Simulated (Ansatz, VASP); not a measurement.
# Ba3Al4P20O59 (glassy 67P2O5-20BaO-13Al2O3 (mol %)) in two plane-wave programs

One calculation is typed for both programs; each brings its own data sets and cutoff. How far apart do they land? The cell is taken from a series of runs on this material, whose earlier steps may have relaxed or scaled it; both programs get it as it stands.

Program: Ansatz 0.2.0. Level of theory: plane waves, with VASP 6.6.1 beside it; single point at PBE. Results are calculated unless marked as measured.

### Step 1. The structure

The cell holds 86 atoms: 20 P, 3 Ba, 4 Al and 59 O. Cell: a = 10.698 Å, b = 10.698 Å, c = 10.698 Å, α = 90.0°, β = 90.0°, γ = 90.0°. As first built, before any earlier steps moved the atoms: 86 atoms (20 P, 3 Ba, 4 Al, 59 O) placed at random at 2.81 g/cm^3, melted at 4000 K for 10 ps at fixed volume with the Morse and Coulomb pair potential with partial charges (Pedone, Malavasi, Menziani, Cormack and Segre, J. Phys. Chem. B 110, 11780 (2006)). Quenched from 4000 K to 300 K at 20 K/ps and fixed volume, held 10 ps at zero pressure, then minimised at fixed cell.

### Step 2. Ansatz: single point, PBE

Ansatz runs on its default PAW (the set named soft_2) files.

With cell and atoms fixed, the geometry can't cause a difference; cores, projectors, grids and the points listed under the comparison can.

input.yaml reads:

```yaml
crystal:
  lattice:
    - [10.69823, 0.0, 0.0]
    - [0.0, 10.69823, 0.0]
    - [0.0, 0.0, 10.69823]
  atoms:
    - { symbol: P, position: [0.42928, 0.92254, 0.41007] }
    - { symbol: P, position: [0.30992, 0.74444, 0.60533] }
    - { symbol: P, position: [0.35404, 0.98006, 0.99767] }
    - { symbol: P, position: [0.56489, 0.53145, 0.2704] }
    - { symbol: P, position: [0.37372, 0.2302, 0.13416] }
    - { symbol: P, position: [0.92196, 0.56793, 0.67771] }
    - { symbol: P, position: [0.37457, 0.4686, 0.63053] }
    - { symbol: P, position: [0.16413, 0.76656, 0.96351] }
    - { symbol: P, position: [0.66943, 0.14224, 0.7969] }
    - { symbol: P, position: [0.72049, 0.46796, 0.03733] }
    - { symbol: P, position: [0.00545, 0.49771, 0.41341] }
    - { symbol: P, position: [0.97345, 0.09389, 0.15901] }
    - { symbol: P, position: [0.04967, 0.21098, 0.41644] }
    - { symbol: P, position: [0.89917, 0.83087, 0.27518] }
    - { symbol: P, position: [0.70869, 0.17882, 0.07816] }
    - { symbol: P, position: [0.13557, 0.39447, 0.77455] }
    - { symbol: P, position: [0.95125, 0.8354, 0.7857] }
    - { symbol: P, position: [0.7028, 0.87101, 0.4827] }
    - { symbol: P, position: [0.12233, 0.3571, 0.06061] }
    - { symbol: P, position: [0.66165, 0.30957, 0.43545] }
    - { symbol: Ba, position: [0.59997, 0.77602, 0.83205] }
    - { symbol: Ba, position: [0.25418, 0.68658, 0.26102] }
    - { symbol: Ba, position: [0.21002, 0.04556, 0.66465] }
    - { symbol: Al, position: [0.65325, 0.43075, 0.72968] }
    - { symbol: Al, position: [0.881, 0.06577, 0.61893] }
    - { symbol: Al, position: [0.96209, 0.60214, 0.13731] }
    - { symbol: Al, position: [0.38189, 0.21821, 0.43605] }
    - { symbol: O, position: [0.35159, 0.09241, 0.09177] }
    - { symbol: O, position: [0.02388, 0.15428, 0.28552] }
    - { symbol: O, position: [0.83895, 0.8541, 0.86567] }
    - { symbol: O, position: [0.37976, 0.0445, 0.46187] }
    - { symbol: O, position: [0.17318, 0.76788, 0.61673] }
    - { symbol: O, position: [0.37412, 0.36822, 0.53157] }
    - { symbol: O, position: [0.93514, 0.70352, 0.7231] }
    - { symbol: O, position: [0.86588, 0.7396, 0.17309] }
    - { symbol: O, position: [0.31314, 0.04532, 0.87941] }
    - { symbol: O, position: [0.59078, 0.04148, 0.74342] }
    - { symbol: O, position: [0.5697, 0.90615, 0.43872] }
    - { symbol: O, position: [0.68514, 0.13475, 0.9421] }
    - { symbol: O, position: [0.9257, 0.9634, 0.2263] }
    - { symbol: O, position: [0.07, 0.82278, 0.86809] }
    - { symbol: O, position: [0.65621, 0.49627, 0.91638] }
    - { symbol: O, position: [0.72794, 0.32432, 0.06395] }
    - { symbol: O, position: [0.60891, 0.41631, 0.34838] }
    - { symbol: O, position: [0.85397, 0.51867, 0.0373] }
    - { symbol: O, position: [0.02083, 0.26323, 0.08695] }
    - { symbol: O, position: [0.01438, 0.35205, 0.42031] }
    - { symbol: O, position: [0.46955, 0.2919, 0.05394] }
    - { symbol: O, position: [0.48048, 0.92175, 0.99535] }
    - { symbol: O, position: [0.01583, 0.78663, 0.3399] }
    - { symbol: O, position: [0.80078, 0.13875, 0.73859] }
    - { symbol: O, position: [0.80385, 0.51116, 0.7252] }
    - { symbol: O, position: [0.38964, 0.8971, 0.27956] }
    - { symbol: O, position: [0.37892, 0.79499, 0.71523] }
    - { symbol: O, position: [0.9346, 0.53625, 0.29874] }
    - { symbol: O, position: [0.43081, 0.52014, 0.23313] }
    - { symbol: O, position: [0.22399, 0.6555, 0.90263] }
    - { symbol: O, position: [0.76868, 0.98591, 0.53504] }
    - { symbol: O, position: [0.26433, 0.43314, 0.72087] }
    - { symbol: O, position: [0.50064, 0.48314, 0.69125] }
    - { symbol: O, position: [0.96479, 0.94238, 0.69495] }
    - { symbol: O, position: [0.18894, 0.20592, 0.44109] }
    - { symbol: O, position: [0.77644, 0.25801, 0.37453] }
    - { symbol: O, position: [0.70279, 0.77176, 0.58152] }
    - { symbol: O, position: [0.55649, 0.2193, 0.45974] }
    - { symbol: O, position: [0.24635, 0.2983, 0.10218] }
    - { symbol: O, position: [0.98224, 0.1343, 0.51397] }
    - { symbol: O, position: [0.34082, 0.60379, 0.58933] }
    - { symbol: O, position: [0.1322, 0.38095, 0.91729] }
    - { symbol: O, position: [0.38246, 0.23817, 0.2742] }
    - { symbol: O, position: [0.09422, 0.47834, 0.1254] }
    - { symbol: O, position: [0.5844, 0.64702, 0.34563] }
    - { symbol: O, position: [0.6947, 0.37424, 0.5575] }
    - { symbol: O, position: [0.61906, 0.13776, 0.1745] }
    - { symbol: O, position: [0.06762, 0.03762, 0.07181] }
    - { symbol: O, position: [0.25993, 0.865, 0.00818] }
    - { symbol: O, position: [0.03511, 0.49273, 0.73502] }
    - { symbol: O, position: [0.62492, 0.27533, 0.77645] }
    - { symbol: O, position: [0.1384, 0.53892, 0.42002] }
    - { symbol: O, position: [0.10122, 0.27316, 0.71588] }
    - { symbol: O, position: [0.94133, 0.54503, 0.53639] }
    - { symbol: O, position: [0.08426, 0.7171, 0.07026] }
    - { symbol: O, position: [0.36137, 0.81826, 0.49068] }
    - { symbol: O, position: [0.7906, 0.83883, 0.3708] }
    - { symbol: O, position: [0.64899, 0.52306, 0.15083] }
    - { symbol: O, position: [0.84014, 0.12878, 0.11153] }
kpoints:
  mp_grid: { grid: [1, 1, 1] }
hamiltonian:
  xc: pbe
scf:
  occupations: { method: fermi_dirac, width: 0.025 }
output:
  forces: true
```

Started as:

```console
$ ansatz run input.yaml --threads 4 --pin off --max-ram 8192MiB --backend cpu --events-out ev --progress --plain --runs-dir out
```

Numbers of over 12 decimals in the logs are rounded to 6 here.

Log:

```text
Engine: ansatz 0.2.0, x86_64-unknown-linux-gnu
Pseudopotentials: kind: paw
Pseudopotential: P, paw, valence charge 5, recommended cutoff 420 eV (normal), P.paw.azcp
Pseudopotential: Ba, paw, valence charge 10, recommended cutoff 420 eV (normal), Ba.paw.azcp
Pseudopotential: Al, paw, valence charge 3, recommended cutoff 420 eV (normal), Al.paw.azcp
Pseudopotential: O, paw, valence charge 6, recommended cutoff 420 eV (normal), O.paw.azcp
Functional definition: PBE
  parameter kappa = 0.804
  parameter beta = 0.066725
  exchange = pbe_x(kappa = kappa, mu = beta*pi^2/3)
  correlation = pbe_c(beta = beta)
Crystal: 86 atoms, lattice volume = 1224.435 Å³
Basis set: ecut = 420 eV, 23847 PW (Γ), exchange–correlation on 144×144×144 points (8 copies of the dense FFT grid, shifted against one another)
Bands: 334, of which v1, the nominal top of the filled ones, is band 248 counted from 1 (247 counted from 0)
Symmetry: 1 space group operations
Space group: P1 (ITA 1), of the structure as read, at distance tolerance 1.1e-4 Å
k-points: 1
Non-local potential: P, projectors of the file, l = 0: 2, l = 1: 2, l = 2: 2
Non-local potential: Ba, projectors of the file, l = 0: 3, l = 1: 2, l = 2: 2, l = 3: 2
Non-local potential: Al, projectors of the file, l = 0: 2, l = 1: 2, l = 2: 1
Non-local potential: O, projectors of the file, l = 0: 2, l = 1: 2, l = 2: 1
PAW form: soft (Blöchl's): semilocal exchange-correlation on the pseudo side does not see the compensation charge
PAW one-centre angular grid: P, 110 points (default); XC on 64 Gauss nodes
PAW one-centre angular grid: Ba, 194 points (default); XC on 64 Gauss nodes
PAW one-centre angular grid: Al, 110 points (default); XC on 64 Gauss nodes
PAW one-centre angular grid: O, 110 points (default); XC on 64 Gauss nodes
Initial density: superposition of atomic densities (neutral atoms: chi_scale 0, normalization atom), corrected by the library's trained network
Initial wavefunctions: pseudopotential atomic-orbital guess
Functional: x = pbe(κ = 0.804, μ = 0.219515), c = pbe(β = 0.066725)
SCF iter   1: F=—  HF=-68629.732314 eV  |F-HF|=—  |Δ(HF+E_count)|=         —  Δρ=4.69e-3  dr2=5.23e-1  ethr=1.77e-3  ⟨swp⟩=9.0  Hψ=2019  notcnv=0  defer=42
preconditioner: auto → Resta (q_TF=auto, 2.347 Å⁻¹)  ε∞=3.1  [insulator: Δε(μ)=3.116 eV  Ē_g=16.273 eV  σ=0.025 eV  W_gap=1.00  n_scr=250 (ndim 8)  ℏωp=23.6 eV  f_vac=0.179  D(μ)=0.00/eV (n_scr^D=0)  ε∞_Penn≈3.1]
SCF iter   2: F=—  HF=-68629.613714 eV  |F-HF|=—  |Δ(HF+E_count)|=   1.19e-1  Δρ=2.49e-3  dr2=1.30e-1  ethr=1.05e-4  ⟨swp⟩=3.0  Hψ=596  notcnv=0  defer=79
SCF iter   3: F=—  HF=-68629.581680 eV  |F-HF|=—  |Δ(HF+E_count)|=   3.20e-2  Δρ=1.22e-3  dr2=4.39e-2  ethr=2.62e-5  ⟨swp⟩=3.0  Hψ=486  notcnv=0  defer=32
automatic band count: iteration 3 solves 287 bands in place of 334: the levels show a gap, and the empty bands left out lie too high to hold charge; the band table lists the bands solved (type scf.n_extra_bands for more)
SCF iter   4: F=—  HF=-68629.567118 eV  |F-HF|=—  |Δ(HF+E_count)|=   1.46e-2  Δρ=5.28e-4  dr2=4.04e-3  ethr=8.84e-6  ⟨swp⟩=3.0  Hψ=487  notcnv=0  defer=32
SCF iter   5: F=—  HF=-68629.566511 eV  |F-HF|=—  |Δ(HF+E_count)|=   6.07e-4  Δρ=2.73e-4  dr2=8.40e-4  ethr=8.14e-7  ⟨swp⟩=4.0  Hψ=618  notcnv=0  defer=30
SCF iter   6: F=—  HF=-68629.566465 eV  |F-HF|=—  |Δ(HF+E_count)|=   4.61e-5  Δρ=8.46e-5  dr2=7.27e-5  ethr=1.69e-7  ⟨swp⟩=3.0  Hψ=474  notcnv=0  defer=30
SCF iter   7: F=—  HF=-68629.568132 eV  |F-HF|=—  |Δ(HF+E_count)|=   1.67e-3  Δρ=4.30e-5  dr2=1.92e-5  ethr=1.47e-8  ⟨swp⟩=3.0  Hψ=558  notcnv=0  defer=30
SCF iter   8: F=—  HF=-68629.568135 eV  |F-HF|=—  |Δ(HF+E_count)|=   3.05e-6  Δρ=1.16e-5  dr2=1.45e-6  ethr=3.88e-9  ⟨swp⟩=3.0  Hψ=490  notcnv=0  defer=30
SCF iter   9: F=—  HF=-68629.568136 eV  |F-HF|=—  |Δ(HF+E_count)|=   8.73e-7  Δρ=4.86e-6  dr2=2.55e-7  ethr=2.92e-10  ⟨swp⟩=3.0  Hψ=550  notcnv=0  defer=30
SCF iter  10: F=-68629.568136 eV  HF=-68629.568136 eV  |F-HF|=2.54e-8  |Δ(HF+E_count)|=   8.42e-8  Δρ=2.65e-6  dr2=7.52e-8  ethr=2.02e-11  ⟨swp⟩=6.0  Hψ=1112  notcnv=0
SCF 1 converged in 10 iterations: F = -68629.568136 eV  dr2 = 7.52e-8
  greatest PAW one-centre occupation: 0.955 electrons in one spin orbital (limit 2), on the Ba atom at site 21 (counted from 0), in its partial waves of l = 0
SCF converged after 10 iterations
Free energy (F): -68629.568136 eV
Harris-Foulkes:  -68629.568136 eV  (|F-HF|=2.54e-8)
Internal energy: -68629.568136 eV  (E = F + TS)
E sigma→0 (E₀):  -68629.568136 eV
Fermi energy:    5.590829 eV
--- Per-component energies (eV) ---
  E_band       = -2614.533258
  E_kinetic    = 12692.945309
  E_local      = -35335.944386  (includes V_loc(G=0)·N_el)
  E_nonlocal   = 3652.884807
  E_hartree    = 13082.499199
  E_xc         = -6292.871539
  E_vxc        = -7353.594091  (∫ρ·V_xc dr)
  E_paw        = -38305.188495  (= ΣΔE_a)
  E_vpaw       = -2435.971731  (= ΣTr[D̂ρ^β])
  E_aug_tail   = 0.149494  (compensation charges beyond the density's cutoff)
  E_ewald      = -18124.042525
  E_smearing   = -0.000000  (= −TS)
  E_closure    = 0.000000  (closes the sum)
  Σ components = -68629.568136   (vs F -68629.568136, Δ=0.00e0)
--- Forces (eV/Å), atoms counted from 1 ---
  atom   1  P     -1.08670958    -0.39310771    -1.88780591
  atom   2  P     -1.46624812     2.47257844     3.70365696
  atom   3  P      2.06683023     1.98698216    -3.56630462
  atom   4  P     -2.02231510     1.37418037     3.03181122
  atom   5  P      3.10638084     1.56008533    -1.77622312
  atom   6  P      0.04709262    -1.39999786    -0.06345370
  atom   7  P      1.13505872    -0.54122360    -1.33630198
  atom   8  P      0.86917687    -4.50207076    -0.72812700
  atom   9  P     -0.53601119     0.18791788    -2.17386535
  atom  10  P      0.08552379    -0.47405530     0.68802714
  atom  11  P      3.09419869     1.01437083    -2.38267507
  atom  12  P      1.90965031    -2.28844640    -2.31353220
  atom  13  P      1.03609323     0.34920234    -0.33582244
  atom  14  P      3.23744030    -0.55556075     0.37968479
  atom  15  P     -2.58619066    -0.11152951     2.08569549
  atom  16  P     -1.08172943    -2.80203388    -1.25212038
  atom  17  P     -2.20946331     1.48413428     2.93636549
  atom  18  P      2.45325870    -0.71771718     2.70196474
  atom  19  P     -1.74702527    -2.08390596     2.91484174
  atom  20  P      2.39671281    -0.03189048    -0.17801000
  atom  21  Ba    -0.45357384     1.11714172    -0.06042763
  atom  22  Ba     0.52903603    -0.21800840     0.23678147
  atom  23  Ba     0.55813341    -0.55820407     0.96081826
  atom  24  Al     0.48188931    -2.39426674    -1.26203500
[...]
atom  79  O      0.25221028     0.23334167     0.13800607
  atom  80  O      0.19166742    -0.12701045     0.10600434
  atom  81  O     -1.85005356     0.96883092     1.25284825
  atom  82  O     -0.94019305     0.26389868     1.61242487
  atom  83  O      0.19010166    -0.79761806    -1.44644401
  atom  84  O     -1.86389295    -0.33627337    -0.48676234
  atom  85  O      1.47010533     0.41986153    -2.03015270
  atom  86  O      1.04963227     0.12530505    -0.19252901
  max |Σ_I F_I| component: 1.50e-4 eV/Å
```

[end of part 1 of 2]

[Lines on the potential files, build, host, timing and source positions are cut from VASP's logs without a mark.]

[Logs are printed without paths, hosts, clocks, repeated set-up lines and the standing remarks that a program may print on its own settings, such as how far it seeks lower states.]

[Hosts, paths, dates, database ids (printed as entryN), source tags and the programs' standing remarks are cut or masked in the printed files.]
